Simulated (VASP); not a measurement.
Data:

```
CELL_PARAMETERS angstrom
      0.00000     2.97989     2.97989
      2.97989     0.00000     2.97989
      2.97989     2.97989     0.00000
ATOMIC_POSITIONS crystal
  Pb 0.00000 0.00000 0.00000
  S  0.50000 0.50000 0.50000
```

The numbers are results of rev-vdW-DF2, VASP's PBE PAW potentials (set 64) (plane waves; VASP 6.6.1), not measurements. Run with 520 eV cut-off, Gaussian smearing of 0.050 eV, potentials Pb_d S.

Unless said otherwise, spin-orbit coupling is left out, though it shifts the bands of the heavy elements here.

Task: Estimate the band gap (along the path) with the smallest direct gap where there is one.

Result: 
```
Property                               Result
------------------------------------  -------
band gap (along the path)             0.39 eV
smallest direct gap (along the path)  0.39 eV
```

Total energies compare only between runs with the same potentials, cut-off and functional.

The compound is PbS in the rock salt structure. It was relaxed first.
